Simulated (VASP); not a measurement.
These are PBEsol GGA, VASP's PBE PAW potentials (set 64) (plane waves; VASP) values and carry that method's errors.

VASP input:

**INCAR**
```
# general
SYSTEM  = Al2Cu
PREC    = Accurate
ENCUT   = 300
LREAL   = .FALSE.
LASPH   = .TRUE.   # aspherical one-centre terms

# electronic loop
EDIFF   = 1E-6   # SCF stop (eV)
NELM    = 100
ALGO    = Normal
LMAXMIX = 4   # l cut-off of mixed one-centre charges

# smearing
ISMEAR  = 1
SIGMA   = 0.15   # width (eV)

# functional
GGA     = PS   # PBEsol

# ions
ISIF    = 2

# output
LWAVE   = .FALSE.
LCHARG  = .FALSE.
```

POSCAR:
```
Al2Cu
1
   -2.9824060000     2.9824060000     2.3795750000
    2.9824060000    -2.9824060000     2.3795750000
    2.9824060000     2.9824060000    -2.3795750000
Al Cu
4 2
Direct
  0.8413900000   0.6586100000   0.5000000000
  0.1586100000   0.3413900000   0.5000000000
  0.6586100000   0.1586100000   0.8172200000
  0.3413900000   0.8413900000   0.1827800000
  0.2500000000   0.2500000000   0.0000000000
  0.7500000000   0.7500000000   0.0000000000
```

KPOINTS:
```
kpoints
0
G
11 11 11
0.5 0.5 0.5
```

POTCAR, in this order: Al Cu (PBE.64 set). Program: vasp_std.

What VASP printed:

File OSZICAR:
```
       N       E                     dE             d eps       ncg     rms          rms(c)
DAV:   1     0.151798871600E+03    0.15180E+03   -0.98163E+03  5292   0.117E+03
DAV:   2    -0.225941548904E+02   -0.17439E+03   -0.16806E+03  5292   0.287E+02
DAV:   3    -0.312017584704E+02   -0.86076E+01   -0.82498E+01  7362   0.809E+01
DAV:   4    -0.314127099587E+02   -0.21095E+00   -0.21009E+00  7956   0.116E+01
DAV:   5    -0.314158712350E+02   -0.31613E-02   -0.31606E-02  7409   0.134E+00    0.230E+01
DAV:   6    -0.370666951883E+02   -0.56508E+01   -0.18566E+02  6620   0.343E+02    0.190E+01
DAV:   7    -0.265962315833E+02    0.10470E+02   -0.41119E+01  6546   0.126E+02    0.490E+00
DAV:   8    -0.260004504916E+02    0.59578E+00   -0.41985E+00  8317   0.431E+01    0.108E+00
DAV:   9    -0.259757556357E+02    0.24695E-01   -0.23146E-01  8443   0.404E+00    0.577E-01
DAV:  10    -0.259850531828E+02   -0.92975E-02   -0.29210E-02  8482   0.395E+00    0.811E-01
DAV:  11    -0.259725382589E+02    0.12515E-01   -0.58648E-02  8207   0.628E+00    0.123E-01
DAV:  12    -0.259727921951E+02   -0.25394E-03   -0.28532E-03  6376   0.353E-01    0.578E-02
DAV:  13    -0.259727989955E+02   -0.68005E-05   -0.63774E-05  8069   0.788E-02    0.510E-02
DAV:  14    -0.259727576134E+02    0.41382E-04   -0.14202E-04  8357   0.309E-01    0.117E-02
DAV:  15    -0.259727582475E+02   -0.63417E-06   -0.18359E-05  8303   0.672E-02    0.611E-03
DAV:  16    -0.259727581447E+02    0.10285E-06   -0.22003E-07  3476   0.456E-03
   1 F= -.25972758E+02 E0= -.25972881E+02  d E =0.369737E-03
```

**OUTCAR**
```
------------------------ aborting loop because EDIFF is reached ----------------------------------------
  FORCE on cell =-STRESS in cart. coord.  units (eV):
  Direction    XX          YY          ZZ          XY          YZ          ZX
  --------------------------------------------------------------------------------------
  Total        0.8619240      0.8619240      1.2485424      0.0000000      0.0000000      0.0000000
  in kB       16.3112269     16.3112269     23.6276739      0.0000000      0.0000000      0.0000000
  external PRESSURE =      18.7500425 kB  Pullay stress =       0.0000000 kB
  volume of cell :       84.66
      direct lattice vectors                 reciprocal lattice vectors
    -2.982406000  2.982406000  2.379575000     0.000000000  0.167649877  0.210121555
     2.982406000 -2.982406000  2.379575000     0.167649877  0.000000000  0.210121555
     2.982406000  2.982406000 -2.379575000     0.167649877  0.167649877  0.000000000
 POSITION                                       TOTAL-FORCE (eV/Angst)
 -----------------------------------------------------------------------------------
      0.94608      2.03633      2.37958        -0.002708      0.002708     -0.000000
      2.03633      0.94608      0.00000         0.002708     -0.002708      0.000000
      0.94608      3.92848      0.00000        -0.002708     -0.002708     -0.000000
      2.03633     -0.94608      2.37957         0.002708      0.002708      0.000000
      0.00000      0.00000      1.18979         0.000000     -0.000000     -0.000000
      0.00000      0.00000      3.56936         0.000000     -0.000000     -0.000000
 -----------------------------------------------------------------------------------
    total drift:                               -0.000000     -0.000000      0.000000
  FREE ENERGIE OF THE ION-ELECTRON SYSTEM (eV)
  ---------------------------------------------------
  free  energy   TOTEN  =       -25.9727581447 eV

  energy  without entropy=      -25.9731278818  energy(sigma->0) =      -25.97288139
```
(Selected blocks of OUTCAR.)

At this cut-off the stress carries a Pulay error, which pulls relaxed volumes low.

The structure comes from a computed database's Al2Cu entry; how it stands against other phases isn't given here. The cell was not relaxed at this level. The run is one of a series of settings (SIGMA = 0.15 against the base run), some of them coarse on purpose.
